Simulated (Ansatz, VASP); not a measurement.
## Two plane-wave programs on Sr2H6Os

File INCAR:

```
SYSTEM = Sr2H6Os
PREC     = Accurate       ! precision mode
ENCUT    = 520            ! plane-wave cutoff, eV
EDIFF    = 1E-6           ! SCF threshold, eV
ISMEAR   = -1             ! smearing method
SIGMA    = 0.05           ! smearing width, eV
LREAL    = .FALSE.        ! projectors in reciprocal space
LASPH    = .TRUE.         ! aspherical terms in the spheres
NELM     = 100            ! most SCF steps
ALGO     = Normal         ! electronic algorithm
ISIF     = 2              ! what is computed and relaxed
LWAVE    = .FALSE.        ! write WAVECAR
LCHARG   = .FALSE.        ! write CHGCAR
GGA      = CA             ! functional
NBANDS   = 27             ! bands
```

Contents of KPOINTS:

```
Automatic mesh
0
G
  6 6 6
  0 0 0
```

Contents of POSCAR:

```
Sr2H6Os
1.0
    0.0000000000      3.8122800000      3.8122800000
    3.8122800000      0.0000000000      3.8122800000
    3.8122800000      3.8122800000      0.0000000000
Sr H Os
2 6 1
Direct
    0.7500000000      0.7500000000      0.7500000000
    0.2500000000      0.2500000000      0.2500000000
    0.7738500000      0.7738500000      0.2261500000
    0.2261500000      0.7738500000      0.2261500000
    0.7738500000      0.2261500000      0.2261500000
    0.2261500000      0.2261500000      0.7738500000
    0.7738500000      0.2261500000      0.7738500000
    0.2261500000      0.7738500000      0.7738500000
    0.0000000000      0.0000000000      0.0000000000
```

Input for Ansatz:

```yaml
crystal:
  lattice:
    - [0.0, 3.81228, 3.81228]
    - [3.81228, 0.0, 3.81228]
    - [3.81228, 3.81228, 0.0]
  atoms:
    - { symbol: Sr, position: [0.75, 0.75, 0.75] }
    - { symbol: Sr, position: [0.25, 0.25, 0.25] }
    - { symbol: H, position: [0.77385, 0.77385, 0.22615] }
    - { symbol: H, position: [0.22615, 0.77385, 0.22615] }
    - { symbol: H, position: [0.77385, 0.22615, 0.22615] }
    - { symbol: H, position: [0.22615, 0.22615, 0.77385] }
    - { symbol: H, position: [0.77385, 0.22615, 0.77385] }
    - { symbol: H, position: [0.22615, 0.77385, 0.77385] }
    - { symbol: Os, position: [0.0, 0.0, 0.0] }
kpoints:
  mp_grid:
    grid: [6, 6, 6]
  band_path:
    path:
      - [0.375, 0.375, 0.75]
      - [0.0, 0.0, 0.0]
      - [0.5, 0.5, 0.5]
      - [0.5, 0.25, 0.75]
      - [0.5, 0.0, 0.5]
    npoints: 8
hamiltonian:
  xc: lda
  pseudopotentials:
    kind: paw
scf:
  n_extra_bands: 10
  occupations:
    method: fermi_dirac
    width: 0.05
output:
  write_density: true
  eigenvalues: true
```

The cell comes from a database or a generator and needn't be the stable form of this composition.

Alike in both runs: task single point; functional LDA; k mesh 6 × 6 × 6; occupations fermi-dirac, width 0.05 eV; no spin polarisation.

```csv
,VASP,Ansatz
version,VASP 6.6.1,Ansatz 0.2.0
potentials or method,"VASP PAW LDA potentials, release 64 (Sr_sv, H, Os)","plane waves, PAW"
plane-wave cutoff (eV),520,420
valence electrons in the cell,34,42
```

|  | VASP | Ansatz | Ansatz less VASP |
| --- | --- | --- | --- |
| gap on the k mesh at the Fermi level (eV) | 2.25 | 2.26 | +0.010 |

The two sets of potentials don't hold the same shells in valence.

Caveats: spin-orbit coupling is left out, which moves the levels of the heavy elements. A k mesh can miss the band edges. A hybrid or GW would open this gap; LDA tends to underestimate it.
